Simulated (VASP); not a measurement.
Consider the following.

```xyz
6
Lattice="4.0143 0.0000 0.0000 0.0000 4.0143 0.0000 0.0000 0.0000 4.0143" Properties=species:S:1:pos:R:3 pbc="T T T"
Cu     3.0107     1.0036     3.0107
Cu     1.0036     3.0107     3.0107
Cu     3.0107     3.0107     1.0036
Cu     1.0036     1.0036     1.0036
O      0.0000     0.0000     0.0000
O      2.0071     2.0071     2.0071
```

Method: PBEsol GGA, VASP's PBE PAW potentials (set 64) (plane waves; VASP 6.6.1). Run with 620 eV cut-off, 6×6×6 Γ-centred mesh, Gaussian smearing of 0.050 eV, potentials Cu O.

Energy and stress use the plane-wave basis of the starting cell.

**Question.** The ions, cell shape and volume at an external pressure of 45.0 GPa are relaxed. Give the cell that the relaxation ends in.

**Answer.** 
```xyz
6
Lattice="3.9442 0.0000 0.0000 0.0000 3.9442 0.0000 0.0000 0.0000 3.9442" Properties=species:S:1:pos:R:3 pbc="T T T"
Cu     2.9582     0.9861     2.9582
Cu     0.9861     2.9582     2.9582
Cu     2.9582     2.9582     0.9861
Cu     0.9861     0.9861     0.9861
O      0.0000     3.9442     0.0000
O      1.9721     1.9721     1.9721
```
Space group Pn-3m (224), at a tolerance of 0.03 Å.

**Question.** How do energy and volume change from the first to the last step?

**Answer.** The energy (σ→0) changes by +128.4 meV/atom and the volume by -5.1 %, in 4 ionic steps.

| step | E(σ→0) (eV) | max force (eV/Å) | pressure (GPa) | volume (Å³) |
|---|---|---|---|---|
| 1 | -29.0668 | 0.000 | 29.75 | 64.69 |
| 2 | -26.0223 | 0.000 | 83.35 | 55.55 |
| 3 | -28.3259 | 0.000 | 44.39 | 61.47 |
| 4 | -28.2963 | 0.000 | 45.02 | 61.36 |

The compound is Cu2O in the cuprite structure. This run relaxes it under an external pressure of 45 GPa. Symmetry was kept, so distortions that lower it aren't found.
